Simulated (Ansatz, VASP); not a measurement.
# Cross-check of Al7C34N7 (C(100)/AlN(10-10) interface) between VASP and Ansatz, part 2 of 2

One calculation is typed for both programs; each brings its own data sets and cutoff. How far apart do they land?  The cell is taken from a series of runs on this material, whose earlier steps may have relaxed or scaled it; both programs get it as it stands.

VASP 6.6.1 and Ansatz 0.2.0.

So far. Step 2 (VASP: single point, PBE): The run ends at a pressure of -4.92 GPa, with forces up to 5.0 eV/Å.

### Step 3. Ansatz: single point, PBE

Level of this step: Ansatz beside VASP: Kohn-Sham DFT, plane waves, PBE (Ansatz).

Ansatz runs on its default PAW (the set named soft_2) files.

The same cell, functional, mesh and smearing now go to Ansatz, which takes its cutoff from its data sets.

Contents of input.yaml:

```yaml
crystal:
  lattice:
    - [13.6186, 0.0, 0.0]
    - [0.54426, 7.95561, 0.0]
    - [0.0, 0.0, 13.87303]
  atoms:
    - { symbol: C, position: [0.00099, 0.00485, 0.99894] }
    - { symbol: C, position: [0.85226, 0.26934, 0.06798] }
    - { symbol: C, position: [0.94393, 0.20872, 0.13101] }
    - { symbol: C, position: [0.91287, 0.06292, 0.19224] }
    - { symbol: C, position: [0.82458, 0.11737, 0.25521] }
    - { symbol: C, position: [0.03048, 0.15288, 0.32147] }
    - { symbol: C, position: [0.94205, 0.20856, 0.38562] }
    - { symbol: C, position: [0.91338, 0.05661, 0.45063] }
    - { symbol: C, position: [0.41176, 0.06402, 0.00056] }
    - { symbol: C, position: [0.26488, 0.32457, 0.06269] }
    - { symbol: C, position: [0.35322, 0.26945, 0.13016] }
    - { symbol: C, position: [0.32468, 0.12052, 0.19321] }
    - { symbol: C, position: [0.23723, 0.18343, 0.25587] }
    - { symbol: C, position: [0.44176, 0.20215, 0.31977] }
    - { symbol: C, position: [0.35181, 0.27117, 0.38449] }
    - { symbol: C, position: [0.32294, 0.11932, 0.44771] }
    - { symbol: C, position: [0.23545, 0.17305, 0.99955] }
    - { symbol: C, position: [0.08582, 0.43986, 0.06471] }
    - { symbol: C, position: [0.17375, 0.38403, 0.12954] }
    - { symbol: C, position: [0.14989, 0.23783, 0.19288] }
    - { symbol: C, position: [0.05915, 0.29573, 0.2588] }
    - { symbol: C, position: [0.26442, 0.32393, 0.32095] }
    - { symbol: C, position: [0.17585, 0.3835, 0.38497] }
    - { symbol: C, position: [0.14621, 0.23484, 0.45024] }
    - { symbol: C, position: [0.05972, 0.29558, 0.99979] }
    - { symbol: C, position: [0.91158, 0.55783, 0.06321] }
    - { symbol: C, position: [0.99828, 0.49897, 0.12727] }
    - { symbol: C, position: [0.97165, 0.35392, 0.19157] }
    - { symbol: C, position: [0.88175, 0.41732, 0.25573] }
    - { symbol: C, position: [0.0885, 0.44138, 0.32278] }
    - { symbol: C, position: [0.99575, 0.50022, 0.38704] }
    - { symbol: C, position: [0.96993, 0.3571, 0.44787] }
    - { symbol: C, position: [0.82546, 0.12188, 0.99899] }
    - { symbol: C, position: [0.67649, 0.3902, 0.06686] }
    - { symbol: C, position: [0.76291, 0.32784, 0.12576] }
    - { symbol: C, position: [0.73497, 0.17752, 0.19127] }
    - { symbol: C, position: [0.64645, 0.23544, 0.25379] }
    - { symbol: C, position: [0.85413, 0.26428, 0.32225] }
    - { symbol: C, position: [0.76727, 0.32656, 0.38659] }
    - { symbol: C, position: [0.73581, 0.18023, 0.44986] }
    - { symbol: C, position: [0.64732, 0.23802, 0.99919] }
    - { symbol: C, position: [0.49878, 0.50399, 0.06458] }
    - { symbol: C, position: [0.58788, 0.44356, 0.12757] }
    - { symbol: C, position: [0.55896, 0.29932, 0.19396] }
    - { symbol: C, position: [0.47162, 0.35373, 0.25824] }
    - { symbol: C, position: [0.6764, 0.38598, 0.32191] }
    - { symbol: C, position: [0.5894, 0.44199, 0.38677] }
    - { symbol: C, position: [0.56104, 0.29853, 0.44735] }
    - { symbol: C, position: [0.47054, 0.35774, 0.99924] }
    - { symbol: C, position: [0.32509, 0.61711, 0.06522] }
    - { symbol: C, position: [0.41123, 0.55791, 0.1288] }
    - { symbol: C, position: [0.38271, 0.40903, 0.19539] }
    - { symbol: C, position: [0.29438, 0.47306, 0.25674] }
    - { symbol: C, position: [0.50222, 0.50237, 0.31787] }
    - { symbol: C, position: [0.41397, 0.56179, 0.38402] }
    - { symbol: C, position: [0.38485, 0.41596, 0.45065] }
    - { symbol: C, position: [0.29467, 0.47294, 0.00036] }
    - { symbol: C, position: [0.1494, 0.73575, 0.06507] }
    - { symbol: C, position: [0.23637, 0.67941, 0.12954] }
    - { symbol: C, position: [0.20677, 0.52806, 0.1925] }
    - { symbol: C, position: [0.11789, 0.5912, 0.25688] }
    - { symbol: C, position: [0.32226, 0.61925, 0.32161] }
    - { symbol: C, position: [0.23449, 0.67843, 0.38452] }
    - { symbol: C, position: [0.2035, 0.52892, 0.44651] }
    - { symbol: C, position: [0.11678, 0.58849, 0.99967] }
    - { symbol: C, position: [0.97338, 0.85275, 0.06314] }
    - { symbol: C, position: [0.059, 0.79754, 0.12534] }
    - { symbol: C, position: [0.02909, 0.65256, 0.19212] }
    - { symbol: C, position: [0.94448, 0.70811, 0.25728] }
    - { symbol: C, position: [0.14905, 0.73489, 0.3193] }
    - { symbol: C, position: [0.06154, 0.7959, 0.3859] }
    - { symbol: C, position: [0.0293, 0.6473, 0.44929] }
    - { symbol: C, position: [0.88445, 0.41502, 0.00295] }
    - { symbol: C, position: [0.73342, 0.6796, 0.06412] }
    - { symbol: C, position: [0.82176, 0.61798, 0.12659] }
    - { symbol: C, position: [0.79162, 0.47325, 0.19403] }
    - { symbol: C, position: [0.70745, 0.53042, 0.25559] }
    - { symbol: C, position: [0.91159, 0.56166, 0.32117] }
    - { symbol: C, position: [0.82307, 0.62002, 0.38323] }
    - { symbol: C, position: [0.7942, 0.47422, 0.44754] }
    - { symbol: C, position: [0.70794, 0.53278, 0.00015] }
    - { symbol: C, position: [0.55903, 0.79206, 0.06493] }
    - { symbol: C, position: [0.64942, 0.73252, 0.12865] }
    - { symbol: C, position: [0.61612, 0.5936, 0.19447] }
    - { symbol: C, position: [0.5312, 0.65414, 0.25452] }
    - { symbol: C, position: [0.73876, 0.67814, 0.32208] }
    - { symbol: C, position: [0.64838, 0.73591, 0.38485] }
    - { symbol: C, position: [0.61498, 0.5921, 0.4466] }
    - { symbol: C, position: [0.5299, 0.64648, 0.99698] }
    - { symbol: C, position: [0.38396, 0.91445, 0.06474] }
    - { symbol: C, position: [0.47029, 0.85544, 0.12739] }
    - { symbol: C, position: [0.44057, 0.7106, 0.19285] }
    - { symbol: C, position: [0.35326, 0.76769, 0.25787] }
    - { symbol: C, position: [0.55832, 0.79484, 0.32264] }
    - { symbol: C, position: [0.47168, 0.84695, 0.38358] }
    - { symbol: C, position: [0.44326, 0.70572, 0.45095] }
    - { symbol: C, position: [0.35246, 0.76752, 0.99943] }
    - { symbol: C, position: [0.20858, 0.03398, 0.06301] }
    - { symbol: C, position: [0.29575, 0.9738, 0.12728] }
    - { symbol: C, position: [0.26253, 0.82712, 0.19275] }
    - { symbol: C, position: [0.17489, 0.8824, 0.25735] }
    - { symbol: C, position: [0.38188, 0.92013, 0.32186] }
    - { symbol: C, position: [0.29301, 0.97176, 0.38433] }
    - { symbol: C, position: [0.26742, 0.82947, 0.45056] }
    - { symbol: C, position: [0.17428, 0.88145, 0.00239] }
    - { symbol: C, position: [0.02926, 0.14957, 0.06404] }
    - { symbol: C, position: [0.11857, 0.09159, 0.13002] }
    - { symbol: C, position: [0.0885, 0.94073, 0.19305] }
    - { symbol: C, position: [0.00329, 0.00117, 0.25631] }
    - { symbol: C, position: [0.20729, 0.02927, 0.32106] }
    - { symbol: C, position: [0.11987, 0.08819, 0.38695] }
    - { symbol: C, position: [0.08979, 0.94542, 0.45062] }
    - { symbol: C, position: [0.94246, 0.70595, 3.0e-05] }
    - { symbol: C, position: [0.79498, 0.97102, 0.0608] }
    - { symbol: C, position: [0.88001, 0.91502, 0.12757] }
    - { symbol: C, position: [0.85467, 0.76745, 0.19097] }
    - { symbol: C, position: [0.76891, 0.82622, 0.25408] }
    - { symbol: C, position: [0.9712, 0.85533, 0.32071] }
    - { symbol: C, position: [0.88149, 0.91069, 0.38311] }
    - { symbol: C, position: [0.85324, 0.76752, 0.45055] }
    - { symbol: C, position: [0.76465, 0.8318, 0.00141] }
    - { symbol: C, position: [0.61914, 0.09159, 0.06285] }
    - { symbol: C, position: [0.70673, 0.0334, 0.12879] }
    - { symbol: C, position: [0.67643, 0.88495, 0.19337] }
    - { symbol: C, position: [0.588, 0.9478, 0.2575] }
    - { symbol: C, position: [0.79529, 0.96994, 0.32136] }
    - { symbol: C, position: [0.70534, 0.03443, 0.38451] }
    - { symbol: C, position: [0.67679, 0.88359, 0.45111] }
    - { symbol: C, position: [0.58998, 0.94035, 0.00145] }
    - { symbol: C, position: [0.44327, 0.20993, 0.06277] }
    - { symbol: C, position: [0.52878, 0.15483, 0.12967] }
    - { symbol: C, position: [0.50187, 0.0018, 0.19328] }
    - { symbol: C, position: [0.41209, 0.06019, 0.25566] }
    - { symbol: C, position: [0.61888, 0.08985, 0.31697] }
    - { symbol: C, position: [0.53187, 0.14993, 0.38715] }
    - { symbol: C, position: [0.50064, 0.00318, 0.44758] }
    - { symbol: Al, position: [0.0503, 0.9921, 0.5953] }
    - { symbol: "N", position: [0.94749, 0.89743, 0.65579] }
    - { symbol: Al, position: [0.83723, 0.06517, 0.65541] }
    - { symbol: "N", position: [0.87366, 0.25998, 0.59339] }
    - { symbol: Al, position: [0.98087, 0.84576, 0.78492] }
    - { symbol: "N", position: [0.01634, 0.0465, 0.85083] }
    - { symbol: Al, position: [0.90756, 0.20525, 0.85061] }
    - { symbol: "N", position: [0.80355, 0.11267, 0.78772] }
    - { symbol: Al, position: [0.19523, 0.27948, 0.59357] }
    - { symbol: "N", position: [0.0902, 0.18544, 0.65558] }
    - { symbol: Al, position: [0.97944, 0.34765, 0.65763] }
    - { symbol: "N", position: [0.01767, 0.54211, 0.59279] }
    - { symbol: Al, position: [0.12056, 0.13638, 0.78759] }
    - { symbol: "N", position: [0.16006, 0.32397, 0.85032] }
    - { symbol: Al, position: [0.05142, 0.49068, 0.84997] }
    - { symbol: "N", position: [0.94521, 0.3981, 0.78778] }
    - { symbol: Al, position: [0.62346, 0.13207, 0.5925] }
    - { symbol: "N", position: [0.5153, 0.04134, 0.65518] }
    - { symbol: Al, position: [0.41012, 0.20903, 0.65734] }
    - { symbol: "N", position: [0.44577, 0.39775, 0.59281] }
    - { symbol: Al, position: [0.548, 0.98967, 0.78428] }
    - { symbol: "N", position: [0.59007, 0.18483, 0.85105] }
    - { symbol: Al, position: [0.47711, 0.34979, 0.85015] }
    - { symbol: "N", position: [0.37553, 0.25897, 0.78896] }
    - { symbol: Al, position: [0.33703, 0.55993, 0.59349] }
    - { symbol: "N", position: [0.23263, 0.46653, 0.65641] }
    - { symbol: Al, position: [0.12109, 0.63235, 0.65874] }
    - { symbol: "N", position: [0.16113, 0.82681, 0.59148] }
    - { symbol: Al, position: [0.26299, 0.42343, 0.7867] }
    - { symbol: "N", position: [0.30289, 0.61341, 0.85273] }
    - { symbol: Al, position: [0.19389, 0.77326, 0.8524] }
    - { symbol: "N", position: [0.087, 0.68611, 0.78487] }
    - { symbol: Al, position: [0.76517, 0.4198, 0.59376] }
    - { symbol: "N", position: [0.66047, 0.33064, 0.65882] }
    - { symbol: Al, position: [0.54767, 0.49552, 0.65645] }
    - { symbol: "N", position: [0.59041, 0.68618, 0.5926] }
    - { symbol: Al, position: [0.69458, 0.28017, 0.78696] }
    - { symbol: "N", position: [0.72964, 0.47157, 0.8513] }
    - { symbol: Al, position: [0.62273, 0.62915, 0.8514] }
    - { symbol: "N", position: [0.51653, 0.54039, 0.7857] }
    - { symbol: Al, position: [0.47832, 0.84918, 0.58972] }
    - { symbol: "N", position: [0.37285, 0.75829, 0.65679] }
    - { symbol: Al, position: [0.26423, 0.92171, 0.65695] }
    - { symbol: "N", position: [0.30381, 0.11551, 0.59372] }
    - { symbol: Al, position: [0.41031, 0.70455, 0.78699] }
    - { symbol: "N", position: [0.44727, 0.90369, 0.8488] }
    - { symbol: Al, position: [0.33659, 0.06428, 0.85223] }
    - { symbol: "N", position: [0.22946, 0.97282, 0.78456] }
    - { symbol: Al, position: [0.90983, 0.70688, 0.59454] }
    - { symbol: "N", position: [0.80231, 0.61124, 0.65776] }
    - { symbol: Al, position: [0.69287, 0.77611, 0.65738] }
    - { symbol: "N", position: [0.73029, 0.97111, 0.59245] }
    - { symbol: Al, position: [0.8367, 0.55978, 0.78518] }
    - { symbol: "N", position: [0.87558, 0.75501, 0.85004] }
    - { symbol: Al, position: [0.76734, 0.91987, 0.84905] }
    - { symbol: "N", position: [0.65827, 0.83253, 0.78577] }
kpoints:
  mp_grid: { grid: [3, 5, 3] }
hamiltonian:
  xc: pbe
scf:
  occupations: { method: fermi_dirac, width: 0.05 }
output:
  forces: true
  stress: true
  populations: true
  dos:
    method: { smearing: { sigma: 0.08 } }
    de: 0.1
    projected:
      site_lists:
        Al: [Al]
        C: [C]
        "N": ["N"]
        AlN: [136, 137, 138, 139, 140, 141, 142, 143, 144, 145, 146, 147, 148, 149, 150, 151, 152, 153, 154, 155, 156, 157, 158, 159, 160, 161, 162, 163, 164, 165, 166, 167, 168, 169, 170, 171, 172, 173, 174, 175, 176, 177, 178, 179, 180, 181, 182, 183, 184, 185, 186, 187, 188, 189, 190, 191]
  eigenvalues: true
```

On the command line:

```bash
ansatz run input.yaml --threads 8 --pin off --max-ram 15872MiB --backend cpu --events-out ev --progress --plain --runs-dir out
```

Numbers of over 12 decimals in the logs are rounded to 6 here.

What it wrote:

```text
Engine: ansatz 0.2.0, aarch64-unknown-linux-gnu
Pseudopotentials: kind: paw
Pseudopotential: C, paw, valence charge 4, recommended cutoff 420 eV (normal), C.paw.azcp
Pseudopotential: Al, paw, valence charge 3, recommended cutoff 420 eV (normal), Al.paw.azcp
Pseudopotential: N, paw, valence charge 5, recommended cutoff 420 eV (normal), N.paw.azcp
Functional definition: PBE
  parameter kappa = 0.804
  parameter beta = 0.066725
  exchange = pbe_x(kappa = kappa, mu = beta*pi^2/3)
  correlation = pbe_c(beta = beta)
Crystal: 192 atoms, lattice volume = 1503.063 Å³
Basis set: ecut = 420 eV, 29409 PW (Γ), exchange–correlation on 192×108×192 points (8 copies of the dense FFT grid, shifted against one another)
Bands: 576, of which v1, the nominal top of the filled ones, is band 384 counted from 1 (383 counted from 0)
Symmetry: 1 space group operations
Space group: P1 (ITA 1), of the structure as read, at distance tolerance 1.1e-4 Å
k-points: 23 of 45 (time reversal used)
Non-local potential: C, projectors of the file, l = 0: 2, l = 1: 2, l = 2: 1
Non-local potential: Al, projectors of the file, l = 0: 2, l = 1: 2, l = 2: 1
Non-local potential: N, projectors of the file, l = 0: 2, l = 1: 2, l = 2: 1
PAW form: soft (Blöchl's): semilocal exchange-correlation on the pseudo side does not see the compensation charge
PAW one-centre angular grid: C, 110 points (default); XC on 64 Gauss nodes
PAW one-centre angular grid: Al, 110 points (default); XC on 64 Gauss nodes
PAW one-centre angular grid: N, 110 points (default); XC on 64 Gauss nodes
Initial density: superposition of atomic densities (neutral atoms: chi_scale 0, normalization atom), corrected by the library's trained network
Initial wavefunctions: pseudopotential atomic-orbital guess
Functional: x = pbe(κ = 0.804, μ = 0.219515), c = pbe(β = 0.066725)
SCF iter   1: F=—  HF=-59868.506248 eV  |F-HF|=—  |Δ(HF+E_count)|=         —  Δρ=1.48e-2  dr2=7.86e0  ethr=1.77e-3  ⟨swp⟩=5.9  Hψ=54323  notcnv=0  defer=3593
preconditioner: auto → Kerker (q_TF=auto, 2.439 Å⁻¹)  [metal: Δε(μ)=0.010 eV  Ē_g=14.267 eV  σ=0.050 eV  W_gap=0.05  n_scr=364 (ndim 8)  ℏωp=26.5 eV  f_vac=0.000  D(μ)=26.08/eV (n_scr^D=136)]
SCF iter   2: F=—  HF=-59867.770268 eV  |F-HF|=—  |Δ(HF+E_count)|=   7.36e-1  Δρ=7.07e-3  dr2=2.93e0  ethr=1.02e-3  ⟨swp⟩=1.1  Hψ=15251  notcnv=0  defer=3755
SCF iter   3: F=—  HF=-59867.336487 eV  |F-HF|=—  |Δ(HF+E_count)|=   4.34e-1  Δρ=2.03e-3  dr2=4.55e-1  ethr=3.81e-4  ⟨swp⟩=2.0  Hψ=11923  notcnv=0  defer=3836
SCF iter   4: F=—  HF=-59867.260684 eV  |F-HF|=—  |Δ(HF+E_count)|=   7.58e-2  Δρ=1.15e-3  dr2=1.06e-1  ethr=5.93e-5  ⟨swp⟩=1.7  Hψ=13909  notcnv=0  defer=3836
SCF iter   5: F=—  HF=-59867.251224 eV  |F-HF|=—  |Δ(HF+E_count)|=   9.46e-3  Δρ=5.50e-4  dr2=2.83e-2  ethr=1.38e-5  ⟨swp⟩=1.3  Hψ=14984  notcnv=0  defer=3836
SCF iter   6: F=—  HF=-59867.249727 eV  |F-HF|=—  |Δ(HF+E_count)|=   1.50e-3  Δρ=2.96e-4  dr2=1.19e-2  ethr=3.69e-6  ⟨swp⟩=1.1  Hψ=9385  notcnv=0  defer=3836
SCF iter   7: F=—  HF=-59867.248954 eV  |F-HF|=—  |Δ(HF+E_count)|=   7.74e-4  Δρ=1.55e-4  dr2=3.94e-3  ethr=1.55e-6  ⟨swp⟩=1.1  Hψ=9389  notcnv=0  defer=3836
SCF iter   8: F=—  HF=-59867.248569 eV  |F-HF|=—  |Δ(HF+E_count)|=   3.85e-4  Δρ=7.94e-5  dr2=7.65e-4  ethr=5.13e-7  ⟨swp⟩=2.0  Hψ=9843  notcnv=0  defer=3836
SCF iter   9: F=—  HF=-59867.248499 eV  |F-HF|=—  |Δ(HF+E_count)|=   7.01e-5  Δρ=4.26e-5  dr2=1.05e-4  ethr=9.96e-8  ⟨swp⟩=2.0  Hψ=12494  notcnv=0  defer=3836
SCF iter  10: F=—  HF=-59867.248491 eV  |F-HF|=—  |Δ(HF+E_count)|=   8.40e-6  Δρ=1.73e-5  dr2=1.47e-5  ethr=1.37e-8  ⟨swp⟩=2.0  Hψ=14528  notcnv=0  defer=3836
SCF iter  11: F=—  HF=-59867.250217 eV  |F-HF|=—  |Δ(HF+E_count)|=   1.73e-3  Δρ=7.03e-6  dr2=1.90e-6  ethr=1.92e-9  ⟨swp⟩=2.0  Hψ=17446  notcnv=0  defer=3836
SCF iter  12: F=—  HF=-59867.250217 eV  |F-HF|=—  |Δ(HF+E_count)|=   1.14e-7  Δρ=2.67e-6  dr2=4.38e-7  ethr=2.47e-10  ⟨swp⟩=2.5  Hψ=16522  notcnv=0  defer=3836
SCF iter  13: F=-59867.250217 eV  HF=-59867.250217 eV  |F-HF|=6.85e-8  |Δ(HF+E_count)|=   3.73e-8  Δρ=1.08e-6  dr2=8.07e-8  ethr=1.30e-11  ⟨swp⟩=15.9  Hψ=82088  notcnv=0
SCF 1 converged in 13 iterations: F = -59867.250217 eV  dr2 = 8.07e-8
  greatest PAW one-centre occupation: 0.801 electrons in one spin orbital (limit 2), on the N atom at site 149 (counted from 0), in its partial waves of l = 0
SCF converged after 13 iterations
Free energy (F): -59867.250217 eV
Harris-Foulkes:  -59867.250217 eV  (|F-HF|=6.85e-8)
Internal energy: -59867.008878 eV  (E = F + TS)
E sigma→0 (E₀):  -59867.129547 eV
Entropy (-TS):   -0.241339 eV (-1.257 meV/atom)
Fermi energy:    9.717820 eV
--- Per-component energies (eV) ---
  E_band       = 1299.340102
  E_kinetic    = 16588.076685
  E_local      = -46049.089628  (includes V_loc(G=0)·N_el)
  E_nonlocal   = 5192.099456
  E_hartree    = 19075.327458
  E_xc         = -9350.697465
  E_vxc        = -11079.336863  (∫ρ·V_xc dr)
[...]
--- Löwdin populations: 192 sites ---
  site symbol       q [e]
     0      C      3.9389
     1      C      3.9706
     2      C      3.9548
     3      C      3.9801
     4      C      3.9847
     5      C      3.9475
     6      C      3.9735
     7      C      4.0647
     8      C      4.0901
     9      C      3.9720
    10      C      3.9490
    11      C      3.9822
    12      C      3.9802
    13      C      3.9579
    14      C      3.9641
    15      C      3.9331
    16      C      4.0730
    17      C      3.9692
    18      C      3.9585
    19      C      3.9800
    20      C      3.9797
    21      C      3.9573
    22      C      3.9698
    23      C      4.2425
[...]
184     Al      1.9533
   185      N      6.0273
   186     Al      1.9206
   187      N      5.7857
   188     Al      1.9196
   189      N      5.7718
   190     Al      1.9264
   191      N      6.0163
  spilling = 0.005786 (of n_electrons = 768.000000)
```

Reading the cycles: dr2 is the Hartree energy of the density residual (eV), the measure of convergence; HF is the Harris–Foulkes estimate of the energy, which meets the free energy F at convergence.

### Step 4. Differences

Known differences besides the PAW data sets themselves: the cutoff is 420 eV in Ansatz and 520 eV in VASP (PREC = Accurate, projectors in real space); VASP leaves aspherical gradient terms in its spheres out (LASPH is not set), Ansatz keeps them. Total energies have different zeros and are not compared.

Both answers:

| quantity | Ansatz | VASP | difference |
| --- | --- | --- | --- |
| pressure (GPa) | -5.13 | -4.92 | -0.21 |

Forces on 10 of the 192 atoms, picked by the larger force of the two programs (eV/Å; atoms numbered as in POSCAR):

| atom | Ansatz x, y, z | VASP x, y, z |
| --- | --- | --- |
| C15 | 1.311, -1.649, 3.718 | 1.316, -1.631, 3.719 |
| C34 | -0.411, -0.773, -4.877 | -0.419, -0.776, -4.894 |
| C66 | -1.908, 0.922, -3.744 | -1.927, 0.938, -3.743 |
| C74 | 2.342, 0.440, -3.211 | 2.340, 0.447, -3.229 |
| C79 | 0.762, 0.053, 3.329 | 0.774, 0.066, 3.337 |
| C95 | -0.350, 2.672, 2.180 | -0.363, 2.682, 2.181 |
| C102 | 0.599, -2.893, -0.831 | 0.599, -2.898, -0.824 |
| C103 | 0.197, 0.884, 3.261 | 0.219, 0.886, 3.265 |
| C104 | 0.211, -2.396, -1.870 | 0.197, -2.411, -1.843 |
| C119 | 0.622, 0.533, 3.386 | 0.628, 0.529, 3.403 |

The forces differ by 12 meV/Å r.m.s., which is 1.1 % of the r.m.s. force of 1.12 eV/Å (both taken over all components).

### Step 5. Summary of results

```yaml
r_m_s_force_difference_single_point_pbe: 1.1 % of the r.m.s. force
```

The r.m.s. force difference is 1.1 % of the r.m.s. force (single point, PBE), within the 3 % picked in this series as the mark of a large difference. How closely two codes agree says nothing of how well the functional describes the real material.

[Lines on the potential files, build, host, timing and source positions are cut from VASP's logs without a mark.]

[Logs are printed without paths, hosts, clocks, repeated set-up lines and the standing remarks that a program may print on its own settings, such as how far it seeks lower states.]

[Hosts, paths, dates, database ids (printed as entryN), source tags and the programs' standing remarks are cut or masked in the printed files.]
